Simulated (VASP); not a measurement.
Output of a VASP run:

### OSZICAR
```
       N       E                     dE             d eps       ncg     rms          rms(c)
DAV:   1     0.117252293662E+02    0.11725E+02   -0.41938E+03   776   0.835E+02
DAV:   2    -0.166876940961E+02   -0.28413E+02   -0.27519E+02  1040   0.147E+02
DAV:   3    -0.172200100143E+02   -0.53232E+00   -0.53232E+00   888   0.262E+01
DAV:   4    -0.172215289477E+02   -0.15189E-02   -0.15189E-02  1064   0.134E+00
DAV:   5    -0.172215332437E+02   -0.42960E-05   -0.42960E-05   928   0.569E-02    0.863E+00
DAV:   6    -0.148559963527E+02    0.23655E+01   -0.13513E+01   816   0.237E+01    0.293E+00
DAV:   7    -0.148462508255E+02    0.97455E-02   -0.10779E-01   808   0.340E+00    0.200E+00
DAV:   8    -0.148403623592E+02    0.58885E-02   -0.18387E-02   864   0.188E+00    0.407E-01
DAV:   9    -0.148400643160E+02    0.29804E-03   -0.80741E-04  1032   0.225E-01    0.207E-01
DAV:  10    -0.148401703686E+02   -0.10605E-03   -0.25113E-04   840   0.138E-01    0.305E-02
DAV:  11    -0.148401694491E+02    0.91952E-06   -0.51530E-06   960   0.184E-02    0.140E-02
DAV:  12    -0.148401696425E+02   -0.19337E-06   -0.98665E-07   808   0.969E-03    0.108E-03
DAV:  13    -0.148401696497E+02   -0.72001E-08   -0.10243E-08   504   0.108E-03
   1 F= -.15456046E+02 E0= -.15456046E+02  d E =-.114008E-16
```

OUTCAR:
```
------------------------ aborting loop because EDIFF is reached ----------------------------------------
  Edisp (eV):   -0.61588
  FORCE on cell =-STRESS in cart. coord.  units (eV):
  Direction    XX          YY          ZZ          XY          YZ          ZX
  --------------------------------------------------------------------------------------
  Total       0.00014     0.00014     0.00014     0.00000     0.00000     0.00000
  in kB       0.01089     0.01089     0.01089     0.00000     0.00000     0.00000
  external pressure =        0.01 kB  Pullay stress =        0.00 kB
  volume of cell :       20.83
      direct lattice vectors                 reciprocal lattice vectors
     0.000000000  2.183666438  2.183666438    -0.228972700  0.228972700  0.228972700
     2.183666438  0.000000000  2.183666438     0.228972700 -0.228972700  0.228972700
     2.183666438  2.183666438  0.000000000     0.228972700  0.228972700 -0.228972700
  FREE ENERGIE OF THE ION-ELECTRON SYSTEM (eV)
  ---------------------------------------------------
  free  energy   TOTEN  =       -15.4560461482 eV

  energy  without entropy=      -15.4560461482  energy(sigma->0) =      -15.45604615
```
(Selected blocks of OUTCAR.)

File POSCAR:
```
AlN
1
    0.0000000000     2.1836664381     2.1836664381
    2.1836664381     0.0000000000     2.1836664381
    2.1836664381     2.1836664381     0.0000000000
Al N
1 1
Direct
  0.0000000000   0.0000000000   0.0000000000
  0.2500000000   0.2500000000   0.2500000000
```

Task: Write an INCAR and KPOINTS that could have produced this output.

Result: Several could match; the one computed here: the input of the run itself, PBE GGA with D4 dispersion, plane waves, VASP's PBE PAW potentials (set 64).

**INCAR**
```
# general
SYSTEM  =  AlN
PREC    =  Accurate
ENCUT   =  520   # plane-wave cut-off (eV)
LREAL   =  .FALSE.
LASPH   =  .TRUE.   # aspherical one-centre terms

# electronic loop
EDIFF   =  1E-7   # SCF stop (eV)
NELM    =  100
ALGO    =  Normal   # blocked Davidson

# smearing
ISMEAR  =  0   # Gaussian
SIGMA   =  0.05   # width (eV)

# functional
GGA     =  PE   # PBE
IVDW    =  13

# ions
ISIF    =  2

# output
LWAVE   =  .FALSE.
LCHARG  =  .FALSE.
```

### KPOINTS
```
Automatic mesh
0
G
 10 10 10
0 0 0
```

POTCAR, in this order: Al N (PBE.64 set). Program: vasp_std.

The compound is AlN in the zinc blende structure, a metastable form; wurtzite is the usual one. It was relaxed first.
